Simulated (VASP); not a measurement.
Input:

```xyz
2
Lattice="3.2500 0.0000 0.0000 0.0000 3.2500 0.0000 0.0000 0.0000 3.2500" Properties=species:S:1:pos:R:3 pbc="T T T"
In     1.6250     1.6250     1.6250
Pd     0.0000     0.0000     0.0000
```

Calculation: r2SCAN meta-GGA, VASP's PBE PAW potentials (set 64) (plane waves; VASP). Numerical set-up: 480 eV cut-off, 10×10×10 Γ-centred mesh, first-order Methfessel-Paxton smearing of 0.10 eV, potentials In_d Pd.

Energy and stress use the plane-wave basis of the starting cell.

Task: The ions, cell shape and volume are relaxed. Which structure does the run end with?

Result: 
```xyz
2
Lattice="3.2735 0.0000 0.0000 0.0000 3.2735 0.0000 0.0000 0.0000 3.2735" Properties=species:S:1:pos:R:3 pbc="T T T"
In     1.6368     1.6368     1.6368
Pd     0.0000     0.0000     0.0000
```
Space group Pm-3m (221), at a tolerance of 0.03 Å.

Task: How do energy and volume change from the first to the last step?

Result: The energy (σ→0) changes by -3.5 meV/atom and the volume by +2.2 %, in 3 ionic steps.

The compound is PdIn in the CsCl type structure. This run relaxes it. Symmetry was kept, so distortions that lower it aren't found. The electron count is odd and the run is not spin-polarised, which forces a metal.
